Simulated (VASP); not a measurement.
The system is Si2Ge.

```xyz
3
Lattice="-1.6846 1.6846 4.1043 1.6846 -1.6846 4.1043 1.6846 1.6846 -4.1043" Properties=species:S:1:pos:R:3 pbc="T T T"
Si    0.0000    0.0000    5.4556
Si    0.0000    0.0000    2.7529
Ge    0.0000    0.0000    0.0000
```

The cell was built by a generator and needn't be a form met in nature.

| Item | Value |
| --- | --- |
| Program | VASP 6.6.1 |
| Task | relaxation of cell and atoms |
| Functional | PBE |
| Potentials or basis | VASP PAW PBE potentials, release 64 (Si, Ge_d) |
| Cutoff | 520 eV |
| k mesh | 8 × 8 × 8 |
| Occupations | gaussian, width 0.15 eV |
| Spin | no spin polarisation |

At the start: pressure 4.5 GPa; volume 15.53 Å³/atom.

Q: Where does the relaxation end?

A: Over 13 steps the energy falls by 24.0 meV/atom and the volume is 16.36 Å³/atom (+5.4 %); space group I4/mmm (No. 139, to 0.05 Å).

The path:
```tsv
step	energy change (eV)	largest force (eV/Å)	pressure (GPa)	volume (Å³)
1	0.0000	0.3632	4.48	46.59
2	-0.0414	0.2532	-0.57	49.58
3	-0.0416	0.2568	-0.47	49.46
4	-0.0485	0.2169	-0.47	49.37
5	-0.0624	0.0955	0.45	49.07
6	-0.0565	0.1392	2.14	48.48
7	-0.0654	0.0254	-0.15	48.88
8	-0.0704	0.0443	1.21	48.66
9	-0.0705	0.0446	0.68	48.65
10	-0.0705	0.0492	1.13	48.63
11	-0.0719	0.0848	-0.48	49.23
12	-0.0720	0.0747	0.60	49.01
13	-0.0721	0.0781	0.08	49.09
```

Final structure:
```cif
data_structure
_symmetry_space_group_name_H-M 'P 1'
_symmetry_Int_Tables_number 1
_cell_length_a 4.8706
_cell_length_b 4.8706
_cell_length_c 4.8706
_cell_angle_alpha 139.081
_cell_angle_beta 139.081
_cell_angle_gamma 59.252
_cell_volume 49.09
loop_
_atom_site_label
_atom_site_type_symbol
_atom_site_fract_x
_atom_site_fract_y
_atom_site_fract_z
_atom_site_occupancy
Si1 Si 0.67948 0.67948 0.00000 1
Si2 Si 0.32052 0.32052 0.00000 1
Ge1 Ge 0.00000 0.00000 0.00000 1
```

Caveat: the relaxation stopped at a loose force limit of 0.08 eV/Å, so its end isn't a converged minimum.
